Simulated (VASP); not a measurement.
Input of a VASP 6.6.1 run:

File INCAR:

```
ALGO = Normal
DIPOL = 0.5 0.5 0.294
EDIFF = 1E-6
ENCUT = 520
GGA = PE
IDIPOL = 3
ISIF = 2
ISMEAR = 0
ISPIN = 2
LASPH = T
LCHARG = F
LDIPOL = T
LMAXMIX = 4
LORBIT = 11
LREAL = F
LWAVE = F
MAGMOM = 2.21 0 0 0 0
NBANDS = 20
NELM = 150
PREC = Accurate
SIGMA = 0.1
```

The input KPOINTS:

```
k-points
0
Gamma
  12 12 1
```

File POSCAR:

```
MnH4
1.0
    3.3696866641      0.0000000000      0.0000000000
    0.0000000000      3.3696866641      0.0000000000
    0.0000000000      0.0000000000     23.8000000000
Mn H
1 4
Direct
    0.0000000000      0.0000000000      0.2941176471
    0.8414762238      0.5000000000      0.2941176471
    0.1585237762      0.5000000000      0.2941176471
    0.5000000000      0.1585237762      0.2941176471
    0.5000000000      0.8414762238      0.2941176471
```

Potentials or basis: VASP PAW PBE potentials, release 64 (Mn_pv, H).

Run with:

```sh
$ cat potpaw_PBE.64/Mn_pv/POTCAR potpaw_PBE.64/H/POTCAR > POTCAR
$ mpirun -np 1 vasp_std > vasp.out
```

Problem. What does it give for the site moments?

Solution. Mn +2.69; H -0.01 μB.

Problem. Estimate the band gap on the k mesh.

Solution. None (metal or under the smearing width).

Problem. What does it give for the net moment?

Solution. 2.74 μB per cell.
